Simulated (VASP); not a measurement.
Here is the system:

```yaml
crystal:
  lattice:
    - [0.00000, 3.02500, 3.02500]
    - [3.02500, 0.00000, 3.02500]
    - [3.02500, 3.02500, 0.00000]
  atoms:
    - { symbol: Cd, position: [0.00000, 0.00000, 0.00000] }
    - { symbol: Se, position: [0.25000, 0.25000, 0.25000] }
```

These are PBE GGA, VASP's PBE PAW potentials (set 64) (plane waves; VASP 6.6.1) values and carry that method's errors. Run with 400 eV cut-off, 7×7×7 Γ-centred mesh, Gaussian smearing of 0.050 eV, potentials Cd Se.

Q: Predict the energy per atom (σ→0), pressure, band gap (on the k-mesh) with the smallest direct gap where there is one.

A: 
* **band gap (on the k-mesh)**: 0.64 eV
* **smallest direct gap (on the k-mesh)**: 0.64 eV
* **energy per atom (σ→0)**: -2.721 eV/atom
* **pressure**: 37.6 kbar

The compound is CdSe in the zinc blende structure, whereas wurtzite is the usual form. The cell was not relaxed at this level.
